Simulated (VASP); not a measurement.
# MgBe: structure and properties in VASP

Aim: relax MgBe, then compute properties on the relaxed cell. The steps: relaxing cell and atoms (rev-vdW-DF2), second relaxation, density, ELF and potential (rev-vdW-DF2), band structure (rev-vdW-DF2), density of states (rev-vdW-DF2), core-level energies (rev-vdW-DF2) and band structure (rev-vdW-DF2), changed input. The cell is generated by rule, not measured, and may not be a known phase.

Method: rev-vdW-DF2; plane waves and PAW (Mg, Be); invented cell, in VASP 6.6.1.

## Step 1: Set-up

Before any relaxation, the start is as follows. Symmetry: P4mm, No. 99, tetragonal system. The conventional cell has a = 3.294 Å, b = 3.294 Å, c = 4.880 Å, α = 90.00°, β = 90.00°, γ = 90.00°. Nearest to Mg lie 2 Be at 1.84 Å. Be has 1 Be at 2.24 Å nearest. Be has 4 Mg at 1.84 Å and 1 Be at 2.24 Å nearest. Farther neighbours are not listed.

Coordinates:

```
Mg Be
1.0
     3.29389    0.00000    0.00000
     0.00000    3.29389    0.00000
     0.00000    0.00000    4.88008
Mg Be
2 2
Direct
  0.50000 0.00000 0.48844
  0.00000 0.50000 0.48844
  0.50000 0.50000 0.86064
  0.50000 0.50000 0.31905
```

## Step 2: Relaxing cell and atoms (rev-vdW-DF2)

The start need not lie at this functional's minimum. ISIF = 3 frees volume, shape and positions, and EDIFFG sets the threshold on forces and stress at which the search stops. rev-vdW-DF2 revises the exchange of vdW-DF2 for solids. LUSE_VDW switches on a nonlocal correlation term for dispersion.

The input, INCAR:

```
SYSTEM = MgBe
PREC = Accurate
ENCUT = 400
EDIFF = 1E-06
NELM = 100
ISMEAR = 1
SIGMA = 0.2
LREAL = .FALSE.
ALGO = Normal
GGA = MK
AGGAC = 0
LUSE_VDW = .TRUE.
PARAM1 = 0.1234
PARAM2 = 0.711357
ZAB_VDW = -1.8867
LASPH = .TRUE.
LORBIT = 11
LWAVE = .FALSE.
LCHARG = .FALSE.
KPAR = 2
IBRION = 2
NSW = 60
ISIF = 3
EDIFFG = -0.01
```

The input, POSCAR:

```
MgBe
1.0
    3.2938930500      0.0000000000      0.0000000000
    0.0000000000      3.2938930500      0.0000000000
    0.0000000000      0.0000000000      4.8800825400
Mg Be
2 2
Direct
    0.5000000000      0.0000000000      0.4884392100
    0.0000000000      0.5000000000      0.4884392100
    0.5000000000      0.5000000000      0.8606379600
    0.5000000000      0.5000000000      0.3190530700
```

The input, KPOINTS:

```
Automatic mesh
0
Gamma
8 8 6
0 0 0
```

PAW data sets: Mg and Be (PBE family, release 64).

The run is started by

```bash
$ mpirun -np 2 vasp_std
```

Output:

```text
[banner, memory and clock lines left out]
running    2 mpi-ranks, on    1 nodes
 distrk:  each k-point on    1 cores,    2 groups
 distr:  one band on    1 cores,    1 groups

 POSCAR found type information on POSCAR MgBe
 POSCAR found :  2 types and       4 ions
|                                                                             |
|               ----> ADVICE to this user running VASP <----                  |
|                                                                             |
|     You have switched on vdW-DFT.                                           |
|     This routine was written and supplied by Jiri Klimes. We recommend      |
|     that you carefully read and cite the following publications:            |
|       J. Klimes, D.R. Bowler, A. Michelides                                 |
|          J. Phys.: Cond Matt. 22 022201 (2010)                              |
|       J. Klimes, D.R. Bowler, A. Michelides                                 |
|          Phys. Rev. B. 83, 195131 (2011)                                    |
|     and references therein.                                                 |
|                                                                             |

|                                                                             |
|               ----> ADVICE to this user running VASP <----                  |
|                                                                             |
|     You enforced a specific xc type in the INCAR file but a different       |
|     [... a line on the potential file left out ...]
|     I HOPE YOU KNOW WHAT YOU ARE DOING!                                     |
|                                                                             |

 LDA part: xc-table for (Slater+PW92), standard interpolation
 POSCAR, INCAR and KPOINTS ok, starting setup
 FFT: planning ... GRIDC
 FFT: planning ... GRID_SOFT
 FFT: planning ... GRID
 WAVECAR not read
 entering main loop
       N       E                     dE             d eps       ncg     rms          rms(c)
DAV:   1     0.173029878423E+02    0.17303E+02   -0.26931E+03   960   0.631E+02
DAV:   2     0.326254178457E+01   -0.14040E+02   -0.13779E+02  1528   0.777E+01
DAV:   3     0.298392884601E+01   -0.27861E+00   -0.27524E+00  1232   0.132E+01
DAV:   4     0.298261531057E+01   -0.13135E-02   -0.13135E-02  1472   0.908E-01
DAV:   5     0.298261242907E+01   -0.28815E-05   -0.28816E-05  1328   0.355E-02    0.549E+00
DAV:   6     0.475646373305E+01    0.17739E+01   -0.11522E+01  1272   0.142E+01    0.152E+00
DAV:   7     0.487542908780E+01    0.11897E+00   -0.49913E-01  1064   0.432E+00    0.837E-01
DAV:   8     0.491515130157E+01    0.39722E-01   -0.10712E-01  1208   0.199E+00    0.258E-01
DAV:   9     0.491686411509E+01    0.17128E-02   -0.97341E-03  1008   0.683E-01    0.778E-02
DAV:  10     0.491697040959E+01    0.10629E-03   -0.98240E-04  1312   0.183E-01    0.164E-02
DAV:  11     0.491696360606E+01   -0.68035E-05   -0.77114E-05  1136   0.613E-02    0.645E-03
DAV:  12     0.491696464112E+01    0.10351E-05   -0.43621E-06  1160   0.133E-02    0.325E-03
DAV:  13     0.491696512203E+01    0.48091E-06   -0.18898E-06   656   0.864E-03
   1 F= 0.49169651E+01 E0= 0.49165715E+01  d E =0.491697E+01
 curvature:   0.00 expect dE= 0.000E+00 dE for cont linesearch  0.000E+00
 trial: gam= 0.00000 g(F)=  0.603E+01 g(S)=  0.199E+02 ort = 0.000E+00 (trialstep = 0.100E+01)
 search vector abs. value=  0.260E+02
 bond charge predicted
       N       E                     dE             d eps       ncg     rms          rms(c)
DAV:   1    -0.497956031875E+01   -0.98965E+01   -0.10933E+02   976   0.525E+01    0.503E+00
DAV:   2    -0.311265107446E+01    0.18669E+01   -0.77471E+00  1040   0.141E+01    0.220E+00
DAV:   3    -0.281127986834E+01    0.30137E+00   -0.20886E+00  1088   0.639E+00    0.702E-01
DAV:   4    -0.279317323555E+01    0.18107E-01   -0.30549E-01  1016   0.255E+00    0.475E-01
DAV:   5    -0.277907462186E+01    0.14099E-01   -0.67314E-02  1048   0.119E+00    0.119E-01
DAV:   6    -0.277929036053E+01   -0.21574E-03   -0.31948E-03  1096   0.381E-01    0.589E-02
DAV:   7    -0.277924962480E+01    0.40736E-04   -0.54290E-04  1192   0.968E-02    0.175E-02
DAV:   8    -0.277926696849E+01   -0.17344E-04   -0.55089E-05  1072   0.444E-02    0.398E-03
DAV:   9    -0.277926690291E+01    0.65579E-07   -0.45716E-06  1104   0.100E-02
   2 F= -.27792669E+01 E0= -.27788763E+01  d E =-.769623E+01
[... from here on, the cycles between the ionic steps are left out ...]
   3 F= -.29441010E+01 E0= -.29452815E+01  d E =-.786107E+01
   4 F= -.29609655E+01 E0= -.29617668E+01  d E =-.787793E+01
   5 F= -.29640406E+01 E0= -.29649492E+01  d E =-.788101E+01
   6 F= -.31600108E+01 E0= -.31595967E+01  d E =-.195970E+00
   7 F= -.32614252E+01 E0= -.32612042E+01  d E =-.297385E+00
   8 F= -.33451405E+01 E0= -.33447552E+01  d E =-.381100E+00
   9 F= -.35072285E+01 E0= -.35074838E+01  d E =-.162088E+00
  10 F= -.40550318E+01 E0= -.40549112E+01  d E =-.709891E+00
  11 F= -.38554594E+01 E0= -.38551299E+01  d E =-.510319E+00
  12 F= -.42922566E+01 E0= -.42919915E+01  d E =-.947116E+00
  13 F= -.43775625E+01 E0= -.43767906E+01  d E =-.103242E+01
  14 F= -.43980598E+01 E0= -.43972282E+01  d E =-.105292E+01
  15 F= -.44036270E+01 E0= -.44027933E+01  d E =-.105849E+01
  16 F= -.45483769E+01 E0= -.45472669E+01  d E =-.144750E+00
  17 F= -.48712026E+01 E0= -.48704697E+01  d E =-.467576E+00
  18 F= -.38378661E+01 E0= -.38359291E+01  d E =0.565761E+00
  19 F= -.48762409E+01 E0= -.48752967E+01  d E =-.472614E+00
  20 F= -.48609397E+01 E0= -.48596318E+01  d E =-.457313E+00
  21 F= -.48967383E+01 E0= -.48958485E+01  d E =-.493111E+00
  22 F= -.48969391E+01 E0= -.48960005E+01  d E =-.493312E+00
  23 F= -.49099664E+01 E0= -.49090868E+01  d E =-.130273E-01
  24 F= -.49127632E+01 E0= -.49118345E+01  d E =-.158240E-01
  25 F= -.49175539E+01 E0= -.49167049E+01  d E =-.479072E-02
  26 F= -.49184845E+01 E0= -.49176939E+01  d E =-.572132E-02
  27 F= -.49184884E+01 E0= -.49176946E+01  d E =-.572520E-02
  28 F= -.49184865E+01 E0= -.49176901E+01  d E =-.572337E-02
 curvature:  -0.86 expect dE=-0.397E-04 dE for cont linesearch -0.183E-05
 ZBRENT: accuracy reached
 trial: gam=-0.01136 g(F)=  0.951E-05 g(S)=  0.364E-04 ort = 0.130E-03 (trialstep = 0.968E+00)
 search vector abs. value=  0.440E-04
 bond charge predicted
       N       E                     dE             d eps       ncg     rms          rms(c)
DAV:   1    -0.491852292907E+01   -0.36253E-04   -0.45897E-04  1088   0.120E-01    0.151E-02
DAV:   2    -0.491851020098E+01    0.12728E-04   -0.43392E-05  1136   0.300E-02    0.330E-03
DAV:   3    -0.491850972483E+01    0.47615E-06   -0.25353E-06   920   0.846E-03
  29 F= -.49185097E+01 E0= -.49176970E+01  d E =-.232045E-04
 trial-energy change:   -0.000023  1 .order   -0.000023   -0.000043   -0.000004
 step:   1.0629(harm=  1.0629)  dis= 0.00054  next Energy=    -4.918510 (dE=-0.236E-04)
 reached required accuracy - stopping structural energy minimisation
```

It took 6.4 min on 2 MPI ranks of Intel Xeon 6975P-C (Granite Rapids), shared host; peak memory 0.59 GiB; 13 min of CPU time.

Lines that name or quote the potential files are left out of all logs, and their timing lines are given in words.

From OUTCAR (step 2):

```text
ion  position               nearest neighbor table
   1  0.500  0.000  0.488-   4 1.84   4 1.84   2 2.33   2 2.33   2 2.33   2 2.33   3 2.45   3 2.45

  LATTYP: Found a simple tetragonal cell.
 ALAT       =     3.2938930500
 C/A-ratio  =     1.4815546425

 Subroutine GETGRP returns: Found  8 space group operations
 (whereof  8 operations were pure point group operations)

The static configuration has the point symmetry C_4v.

 Found     60 irreducible k-points:

   k-points           NKPTS =     60   k-points in BZ     NKDIM =     60   number of bands    NBANDS=      8

   dimension x,y,z NGX =    24 NGY =   24 NGZ =   32
   dimension x,y,z NGXF=    48 NGYF=   48 NGZF=   64

   ENCUT  =  400.0 eV  29.40 Ry    5.42 a.u.   5.37  5.37  7.96*2*pi/ulx,y,z

   NELECT =       8.0000    total number of electrons

 k-points in reciprocal lattice and weights: Automatic mesh
   0.00000000  0.00000000  0.00000000       0.003
   0.12500000  0.00000000  0.00000000       0.010
   0.25000000  0.00000000  0.00000000       0.010
   0.37500000  0.00000000  0.00000000       0.010
   0.50000000  0.00000000  0.00000000       0.005
   0.12500000  0.12500000  0.00000000       0.010
   0.25000000  0.12500000  0.00000000       0.021
   0.37500000  0.12500000  0.00000000       0.021
   0.50000000  0.12500000  0.00000000       0.010
[...]
0.50000000  0.37500000  0.50000000       0.010
   0.50000000  0.50000000  0.50000000       0.003

 average (electrostatic) potential at core
       1 -40.3336       2 -40.3336       3 -37.8958       4 -37.8624

 E-fermi :   1.2506

 k-point     1 :       0.0000    0.0000    0.0000
  band No.  band energies     occupation
      1      -5.2644      2.00000
      2       0.1010      2.00000
      3       0.1010      2.00000
      4       0.9146      2.03887
      5       2.1499     -0.00000
      6       2.8381     -0.00000
      7       4.2508     -0.00000
      8       7.4415      0.00000

 k-point     2 :       0.1250    0.0000    0.0000
  band No.  band energies     occupation
      1      -5.1814      2.00000
      2      -0.5163      2.00000
      3       0.1542      2.00000
      4       0.9659      2.06176
      5       2.4246     -0.00000
      6       3.3782     -0.00000
      7       4.3254     -0.00000
      8       6.3083      0.00000

 k-point     3 :       0.2500    0.0000    0.0000
  band No.  band energies     occupation
      1      -4.9440      2.00000
      2      -1.5013      2.00000
      3       0.2973      2.00000
      4       1.0401      2.05948
      5       2.7620     -0.00000
      6       4.5085     -0.00000
      7       4.5478     -0.00000
      8       5.2319     -0.00000

Total vdW correction in eV:      2.0652436

  Total        0.0104433      0.0104433      0.0040790      0.0000000     -0.0000000      0.0000000
  in kB        0.1910010      0.1910010      0.0746030      0.0000000     -0.0000000      0.0000000
  external PRESSURE =       0.1522017 kB  Pullay stress =       0.0000000 kB

  energy-cutoff  :      400.00
  volume of cell :       87.60
      direct lattice vectors                 reciprocal lattice vectors
     4.698405296  0.000000000  0.000000000     0.212838173  0.000000000  0.000000000
     0.000000000  4.698405296  0.000000000     0.000000000  0.212838173 -0.000000000
     0.000000000  0.000000000  3.968368927     0.000000000 -0.000000000  0.251992700

 POSITION                                       TOTAL-FORCE (eV/Angst)
 -----------------------------------------------------------------------------------
      2.34920      0.00000      2.12775         0.000000      0.000000      0.000067
      0.00000      2.34920      2.12775         0.000000      0.000000      0.000067
      2.34920      2.34920      3.13502         0.000000     -0.000000     -0.003530
      2.34920      2.34920      1.16754         0.000000      0.000000      0.003395
 -----------------------------------------------------------------------------------
    total drift:                                0.000000     -0.000000     -0.000004

  FREE ENERGIE OF THE ION-ELECTRON SYSTEM (eV)
  ---------------------------------------------------
  free  energy   TOTEN  =        -4.9185097248 eV

  energy  without entropy=       -4.9160716412  energy(sigma->0) =       -4.91769703

Total vdW correction in eV:      2.0652808

 reached required accuracy - stopping structural energy minimisation

 total charge
# of ion       s       p       d       tot
------------------------------------------
    1        0.219   0.121   0.013   0.352
    2        0.219   0.121   0.013   0.352
    3        0.464   0.642   0.000   1.106
    4        0.466   0.652   0.000   1.118
--------------------------------------------------
tot          1.368   1.536   0.025   2.928

[... 3 further parts left out ...]
```

The PAW data sets were made with PBE, which is usual practice but a small mismatch for other functionals. After so large a change of volume the plane waves of the start cell no longer fit, so the final stress carries a basis-set error. The run keeps the 8 symmetry operations of its start, so it cannot find a distortion of lower symmetry.

Relaxation path (22 of 29):

```tsv
step	energy less that of the first step (eV)	largest force (eV/Å)	pressure (GPa)	volume (Å³)
1	0.0000	9.5697	63.99	52.95
2	-7.6962	2.8059	-1.02	103.10
4	-7.8779	1.8667	1.00	93.71
5	-7.8810	1.7737	1.30	92.75
6	-8.0770	0.7845	-0.17	95.69
8	-8.2621	0.1142	-2.48	105.10
9	-8.4242	0.0965	-2.72	105.30
10	-8.9720	0.1084	-3.26	105.56
12	-9.2092	0.1666	-3.42	105.46
13	-9.2945	1.6014	-2.85	105.00
14	-9.3150	0.7266	-3.25	105.26
16	-9.4653	0.8730	-2.78	101.46
17	-9.7882	0.6175	-0.76	90.63
18	-8.7548	4.7735	11.09	70.83
20	-9.7779	0.0431	2.73	81.75
21	-9.8137	0.6414	1.11	85.54
22	-9.8139	0.5784	1.30	85.03
24	-9.8297	0.0531	0.82	85.63
25	-9.8345	0.0140	0.34	86.79
26	-9.8354	0.0119	0.01	87.64
28	-9.8355	0.0100	0.04	87.55
29	-9.8355	0.0035	0.02	87.60
```

```tsv
cell as run	before	after	change
a (Å)	3.294	4.698	+42.6 %
b (Å)	3.294	4.698	+42.6 %
c (Å)	4.880	3.968	-18.7 %
volume (Å³/atom)	13.24	21.90	+65.5 %
```

The atoms that moved most (Å, as changes of fractional coordinates times the final cell):

```tsv
atom	dx	dy	dz	length
Be3	0.000	0.000	-0.280	0.280
Mg1	0.000	0.000	0.189	0.189
Mg2	0.000	0.000	0.189	0.189
Be4	0.000	0.000	-0.099	0.099
```

The relaxed structure:

```xyz
4
Lattice="4.6984 0.0000 0.0000 0.0000 4.6984 0.0000 0.0000 0.0000 3.9684" Properties=species:S:1:pos:R:3 pbc="T T T"
Mg    2.3492    0.0000    2.1278
Mg    0.0000    2.3492    2.1278
Be    2.3492    2.3492    3.1350
Be    2.3492    2.3492    1.1675
```

Numbers from this step:

```yaml
electrons: 8
bands: 8
irreducible_k_points: 60
symmetry_operations: 8
free_energy_toten: -4.919 eV
energy_at_zero_smearing: -4.918 eV
fermi_energy: 1.251 eV
pressure: 0.01522 GPa
metallic: yes
scf_cycles_over_all_ionic_steps: 191
```

It ends with a largest force of 0.004 eV/Å and a pressure of 0.02 GPa.

[end of part 1 of 4]

[Lines on the potential files, build, host, timing and source positions are cut from VASP's logs without a mark.]

[Logs are printed without paths, hosts, clocks, repeated set-up lines and the standing remarks that a program may print on its own settings, such as how far it seeks lower states.]

[Hosts, paths, dates, database ids (printed as entryN), source tags and the programs' standing remarks are cut or masked in the printed files.]

[A measured line is paired with the nearest computed mode of its activity, which favours agreement.]
